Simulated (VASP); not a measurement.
Sc3Al5N8:

```
CELL_PARAMETERS angstrom
6.44900 0.00000 0.00000
-3.22450 5.58500 0.00000
0.00000 0.00000 4.94450
ATOMIC_POSITIONS crystal
Sc 0.16667 0.33333 0.00000
Sc 0.83333 0.16667 0.50000
Sc 0.83333 0.66667 0.50000
Al 0.16667 0.83333 0.00000
Al 0.66667 0.33333 0.00000
Al 0.66667 0.83333 0.00000
Al 0.33333 0.16667 0.50000
Al 0.33333 0.66667 0.50000
N 0.16667 0.33333 0.38200
N 0.16667 0.83333 0.38200
N 0.66667 0.33333 0.38200
N 0.66667 0.83333 0.38200
N 0.33333 0.16667 0.88200
N 0.33333 0.66667 0.88200
N 0.83333 0.16667 0.88200
N 0.83333 0.66667 0.88200
```

The cell comes from a database or a generator and needn't be the stable form of this composition.

```yaml
Program: VASP 6.6.1
Task: relaxation of cell and atoms
Functional: PBE
Potentials_or_basis: VASP PAW PBE potentials, release 64 (Sc_sv, Al, N)
Cutoff: 520 eV
k_mesh: 4 × 4 × 5
Occupations: gaussian, width 0.03 eV
Spin: no spin polarisation
```

At the start: pressure 19.4 GPa; volume 11.13 Å³/atom.

Q: Where does the relaxation end?

A: Over 15 steps the energy falls by 179.6 meV/atom and the volume is 11.98 Å³/atom (+7.6 %); space group Cm (No. 8, to 0.05 Å).

Step by step:
```tsv
step	energy change (eV)	largest force (eV/Å)	pressure (GPa)	volume (Å³)
1	0.0000	4.4920	19.45	178.09
2	-1.2963	1.1074	-15.71	215.15
3	-2.5739	0.8986	-4.41	197.72
4	-2.5755	0.9465	-3.97	197.22
5	-2.8455	0.2796	0.46	191.50
6	-2.8460	0.3031	0.69	191.24
7	-2.8637	0.1770	-0.13	192.08
8	-2.8641	0.1636	-0.27	192.23
9	-2.8690	0.0675	-0.02	191.90
10	-2.8699	0.0742	0.12	191.70
11	-2.8723	0.0584	-0.05	191.80
12	-2.8724	0.0576	-0.08	191.83
13	-2.8731	0.0273	0.02	191.67
14	-2.8731	0.0293	0.03	191.66
15	-2.8733	0.0192	-0.01	191.71
```

Final structure:
```
Sc Al N
1.0
     6.62469    0.02716   -0.01074
    -3.28883    5.69642    0.00000
    -0.00837   -0.00484    5.06813
Sc Al N
3 5 8
Direct
  0.17535 0.33767 0.98739
  0.82394 0.16197 0.48831
  0.83338 0.66669 0.48357
  0.17734 0.83867 0.99779
  0.65952 0.32776 0.99951
  0.65952 0.83176 0.99951
  0.33596 0.16309 0.49847
  0.33596 0.67287 0.49847
  0.18375 0.34188 0.41158
  0.18740 0.84370 0.37525
  0.64211 0.32328 0.37239
  0.64211 0.81883 0.37239
  0.34490 0.15575 0.87449
  0.34490 0.68915 0.87449
  0.81803 0.15901 0.91103
  0.83583 0.66792 0.91137
```
